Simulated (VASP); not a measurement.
Data:

```
CdS
1.0
    0.00000     2.59475     2.59475
    2.59475     0.00000     2.59475
    2.59475     2.59475     0.00000
Cd S
1 1
Direct
  0.00000   0.00000   0.00000
  0.25000   0.25000   0.25000
```

The numbers are results of LDA (Ceperley-Alder, Perdew-Zunger), VASP's LDA PAW potentials (set 64) (plane waves; VASP 6.6.1), not measurements. Run with 500 eV cut-off, 9×9×9 Γ-centred mesh, Gaussian smearing of 0.050 eV, potentials Cd S.

Question: Predict the energy per atom (σ→0), pressure, band gap (on the k-mesh) with the smallest direct gap where there is one.

Answer: 
```json
{
  "band gap (on the k-mesh)": "1.53 eV",
  "smallest direct gap (on the k-mesh)": "1.53 eV",
  "energy per atom (σ→0)": "-3.015 eV/atom",
  "pressure": "45.13 GPa"
}
```

Only differences to runs with the same potentials and settings are physical.

The compound is CdS in the zinc blende structure, a metastable form; wurtzite is the usual one. It was relaxed first under an external pressure of 45 GPa.
